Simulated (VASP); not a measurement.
Calculation: PBEsol GGA, VASP's PBE PAW potentials (set 64) (plane waves; VASP).

The input files of a VASP run:

### INCAR
```
SYSTEM  =  SiC
PREC  =  Accurate; ENCUT  =  620; LREAL  =  .False.
LASPH  =  .True.
EDIFF  =  1E-6; NELM  =  100; ALGO  =  Normal
ISMEAR  =  0; SIGMA  =  0.05
GGA  =  PS
IBRION  =  2; NSW  =  40; ISIF  =  3
EDIFFG  =  -0.02; PSTRESS  =  100
LWAVE  =  .False.; LCHARG  =  .False.
```

File POSCAR:
```
SiC
1
    3.0550600533     0.0000000000     0.0000000000
   -1.5275300266     2.6457591736     0.0000000000
    0.0000000000     0.0000000000     5.0124560768
Si C
2 2
Direct
  0.3333330000   0.6666670000   0.9995576855
  0.6666670000   0.3333330000   0.4995576855
  0.3333330000   0.6666670000   0.3754423145
  0.6666670000   0.3333330000   0.8754423145
```

KPOINTS:
```
Automatic
0
gamma
 8 8 5
```

POTCAR, in this order: Si C (PBE.64 set). Program: vasp_std.

What VASP printed:

OSZICAR:
```
       N       E                     dE             d eps       ncg     rms          rms(c)
DAV:   1     0.407626728556E+02    0.40763E+02   -0.83400E+03   720   0.138E+03
DAV:   2    -0.322465154474E+02   -0.73009E+02   -0.66576E+02  1064   0.201E+02
DAV:   3    -0.355005194420E+02   -0.32540E+01   -0.32380E+01   960   0.429E+01
DAV:   4    -0.355381245977E+02   -0.37605E-01   -0.37573E-01   904   0.538E+00
DAV:   5    -0.355387555009E+02   -0.63090E-03   -0.63080E-03   920   0.672E-01    0.127E+01
DAV:   6    -0.319812386912E+02    0.35575E+01   -0.10042E+01   876   0.202E+01    0.579E+00
DAV:   7    -0.318394047605E+02    0.14183E+00   -0.91072E-01   928   0.639E+00    0.243E+00
DAV:   8    -0.318117339511E+02    0.27671E-01   -0.51335E-02   868   0.165E+00    0.504E-01
DAV:   9    -0.318096956709E+02    0.20383E-02   -0.56448E-03   884   0.557E-01    0.128E-01
DAV:  10    -0.318097970239E+02   -0.10135E-03   -0.40458E-04   868   0.152E-01    0.498E-02
DAV:  11    -0.318097963019E+02    0.72200E-06   -0.38545E-05   880   0.513E-02    0.107E-02
DAV:  12    -0.318097966243E+02   -0.32240E-06   -0.19145E-06   704   0.107E-02
   1 F= -.29281022E+02 E0= -.29281022E+02  d E =-.292810E+02
       N       E                     dE             d eps       ncg     rms          rms(c)
DAV:   1    -0.317106171135E+02    0.99179E-01   -0.97285E-01   840   0.916E+00    0.124E+00
DAV:   2    -0.316913529474E+02    0.19264E-01   -0.38901E-02   864   0.156E+00    0.607E-01
DAV:   3    -0.316866512597E+02    0.47017E-02   -0.10011E-02   868   0.703E-01    0.114E-01
DAV:   4    -0.316861731186E+02    0.47814E-03   -0.95401E-04   872   0.213E-01    0.485E-02
DAV:   5    -0.316861208508E+02    0.52268E-04   -0.73892E-05   848   0.630E-02    0.461E-02
DAV:   6    -0.316861198656E+02    0.98527E-06   -0.40984E-06   892   0.173E-02
   2 F= -.29271497E+02 E0= -.29271497E+02  d E =0.952535E-02
       N       E                     dE             d eps       ncg     rms          rms(c)
DAV:   1    -0.317805286822E+02   -0.94408E-01   -0.30434E-01   812   0.504E+00    0.693E-01
DAV:   2    -0.317743391287E+02    0.61896E-02   -0.11382E-02   864   0.852E-01    0.344E-01
DAV:   3    -0.317728095042E+02    0.15296E-02   -0.33911E-03   860   0.404E-01    0.649E-02
DAV:   4    -0.317726498528E+02    0.15965E-03   -0.37628E-04   880   0.132E-01    0.267E-02
DAV:   5    -0.317726279707E+02    0.21882E-04   -0.35670E-05   864   0.425E-02    0.251E-02
DAV:   6    -0.317726236323E+02    0.43384E-05   -0.16415E-06   572   0.112E-02    0.922E-03
DAV:   7    -0.317726238815E+02   -0.24913E-06   -0.13502E-06   464   0.788E-03
   3 F= -.29293820E+02 E0= -.29293820E+02  d E =-.127978E-01
```

### OUTCAR
```
------------------------ aborting loop because EDIFF is reached ----------------------------------------
  FORCE on cell =-STRESS in cart. coord.  units (eV):
  Direction    XX          YY          ZZ          XY          YZ          ZX
  --------------------------------------------------------------------------------------
  Total        2.4814101      2.4814093      2.4595974      0.0000000      0.0000000     -0.0000000
  in kB      100.1051466    100.1051126     99.2251783      0.0000000      0.0000000     -0.0000000
  external PRESSURE =      -0.1881875 kB  Pullay stress =     100.0000000 kB
  volume of cell :       39.71
      direct lattice vectors                 reciprocal lattice vectors
     3.034888004  0.000000000 -0.000000000     0.329501451  0.190237784  0.000000000
    -1.517444002  2.628289663  0.000000000    -0.000000000  0.380475567  0.000000000
     0.000000000  0.000000000  4.978939274     0.000000000 -0.000000000  0.200845992
  FREE ENERGIE OF THE ION-ELECTRON SYSTEM (eV)
  ---------------------------------------------------
  free  energy   TOTEN  =       -31.7726238815 eV

  energy  without entropy=      -31.7726238815  energy(sigma->0) =      -31.77262388
  enthalpy is  TOTEN    =       -29.2938201398 eV   P V=        2.4788037416

 reached required accuracy - stopping structural energy minimisation
```
(Selected blocks of OUTCAR.)

File CONTCAR:
```
SiC
   1.00000000000000
     3.0348880038593156    0.0000000000003829   -0.0000000000000000
    -1.5174440018796562    2.6282896633885593    0.0000000000000000
     0.0000000000000000    0.0000000000000000    4.9789392737831557
  Si              C
     2     2
Direct
     0.3333330000000032    0.6666669999999968    0.9995886630014231
     0.6666669999999968    0.3333330000000032    0.4995886630014232
     0.3333330000000032    0.6666669999999968    0.3754113369985768
     0.6666669999999968    0.3333330000000032    0.8754113369985769
```

The structure was generated: SiC was put into the wurtzite type (P6_3mc), which need not be its known phase. This run relaxes it under an external pressure of 10 GPa. Symmetry was kept, so distortions that lower it aren't found.
